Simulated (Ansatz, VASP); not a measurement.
## EuMg2Fe: VASP beside Ansatz

```xyz
4
Lattice="4.8418 0.0000 0.0000 -2.4209 4.1931 0.0000 0.0000 0.0000 5.1378" Properties=species:S:1:pos:R:3 pbc="T T T"
Eu    0.0000    0.0000    2.5689
Fe    0.0000    0.0000    0.0000
Mg    0.0000    2.7954    0.1108
Mg    2.4209    1.3977    5.0271
```

The cell comes from a database or a generator and needn't be the stable form of this composition.

Alike in both runs: task single point; functional PBE; k mesh 6 × 6 × 5; occupations gaussian, width 0.02 eV; collinear spin, ferromagnetic start.

```csv
,VASP,Ansatz
version,VASP 6.6.1,Ansatz 0.2.0
potentials or method,"VASP PAW PBE potentials, release 64 (Eu, Fe_pv, Mg_pv)",Ansatz PAW
plane-wave cutoff (eV),520,420
valence electrons in the cell,47,53
```

|  | VASP | Ansatz | Ansatz less VASP |
| --- | --- | --- | --- |
| gap on the k mesh at the Fermi level (eV) | none | none | - |
| pressure (GPa) | -2.2 | -0.2 | +1.92 |
| largest component of the traceless stress (GPa) | 0.40 | 1.21 | +0.815 |
| rms of the force components (eV/Å) | 0.025 | 0.022 | -0.0032 |
| net moment per atom (μB) | 1.99 | 1.31 | -0.674 |
| size of the moment on the site where the two differ most (μB) | 1.07 | 2.01 | +0.930 |

The net moments differ so much that the two runs ended in different magnetic states, which moves the other rows too. Site moments also hang on the region over which each program counts them. Atom by atom the forces differ by 0.015 eV/Å (rms over components). A gap of «none» marks a metal or a gap that the smearing closes. The two sets of potentials don't hold the same shells in valence.

Caveats: spin-orbit coupling is left out, which moves the levels of the heavy elements; without U or exact exchange the open f shell lies at the Fermi level, which spoils levels, moments and volumes; the starting moments weren't kept (Ansatz). The state reached can hang on the start; a lower one may exist.
